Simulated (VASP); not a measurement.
Wanted: the native input for a VASP 6.6.1 run.

- Task: evGW0 quasiparticle levels
- Functional: LDA
- Potentials or basis: VASP PAW LDA potentials, release 64 (Ba_sv_GW, Cl_GW, H_GW)
- Cutoff: 500 eV
- k mesh: 4 × 4 × 2
- Occupations: gaussian, width 0.01 eV
- Spin: no spin polarisation
- Ladder: free
- GW scheme: evGW0
- GW iterations: 4
- Cutoff of the response function: 120
- Frequency points: 50
- Empty bands: 417
- Further INCAR settings: ALGO = EVGW0; EDIFF = 1e-08; NBANDS = 435

BaHCl:

```
Ba Cl H
1.0
     4.40800    0.00000    0.00000
     0.00000    4.40800    0.00000
     0.00000    0.00000    7.20200
Ba Cl H
2 2 2
Direct
  0.50000 0.00000 0.78500
  0.00000 0.50000 0.21500
  0.50000 0.00000 0.35000
  0.00000 0.50000 0.65000
  0.50000 0.50000 0.00000
  0.00000 0.00000 0.00000
```

These files were run (other wordings do the same):

POSCAR

```
BaHCl
1.0
    4.4080000000      0.0000000000      0.0000000000
    0.0000000000      4.4080000000      0.0000000000
    0.0000000000      0.0000000000      7.2020000000
Ba Cl H
2 2 2
Direct
    0.5000000000      0.0000000000      0.7850000000
    0.0000000000      0.5000000000      0.2150000000
    0.5000000000      0.0000000000      0.3500000000
    0.0000000000      0.5000000000      0.6500000000
    0.5000000000      0.5000000000      0.0000000000
    0.0000000000      0.0000000000      0.0000000000
```

INCAR.step1

```
PREC = Accurate
ENCUT = 500
EDIFF = 1E-8
ISMEAR = 0
SIGMA = 0.01
LREAL = False
LASPH = True
NELM = 100
ALGO = Fast
LWAVE = True
LCHARG = False
GGA = CA
KPAR = 4
```

INCAR.step2

```
PREC = Accurate
ENCUT = 500
EDIFF = 1E-8
ISMEAR = 0
SIGMA = 0.01
LREAL = False
LASPH = True
NELM = 1
ALGO = Exact
LWAVE = True
LCHARG = False
GGA = CA
NBANDS = 435
LOPTICS = True
ISTART = 1
KPAR = 4
```

INCAR.step3

```
PREC = Accurate
ENCUT = 500
EDIFF = 1E-8
ISMEAR = 0
SIGMA = 0.01
LREAL = False
LASPH = True
ALGO = EVGW0
LWAVE = False
LCHARG = False
GGA = CA
NELMGW = 4
NBANDS = 435
ENCUTGW = 120
NOMEGA = 50
PRECFOCK = Fast
ISTART = 1
NBANDSGW = 26
KPAR = 4
```

KPOINTS

```
regular mesh
0
Gamma
  4 4 2
```

Potentials or basis: VASP PAW LDA potentials, release 64 (Ba_sv_GW, Cl_GW, H_GW).

The run is started by

```bash
$ cat potpaw_LDA.64/Ba_sv_GW/POTCAR potpaw_LDA.64/Cl_GW/POTCAR potpaw_LDA.64/H_GW/POTCAR > POTCAR
$ cp INCAR.step1 INCAR
$ mpirun -np 4 vasp_std > vasp.out
$ cp INCAR.step2 INCAR
$ mpirun -np 4 vasp_std > vasp.out
$ cp INCAR.step3 INCAR
$ mpirun -np 4 vasp_std > vasp.out
```

Results of the run:

```
Band gap on the k mesh, mean-field level : 2.97 eV, direct
Quasiparticle gap                        : 5.44 eV
Least direct quasiparticle gap           : 5.44 eV
```

Caveat: the k mesh is coarse (spacing up to 0.44 Å⁻¹), so the values aren't converged; bands, screening cutoff and mesh are small and nothing is extrapolated, so the quasiparticle values aren't converged; spin-orbit coupling is left out, which moves the levels of the heavy elements.

Run time: 42 min on 4 MPI ranks on Intel(R) Xeon(R) Platinum 8375C CPU @ 2.90GHz (Ice Lake), with other jobs on the host, peak memory 3.7 GiB a rank.
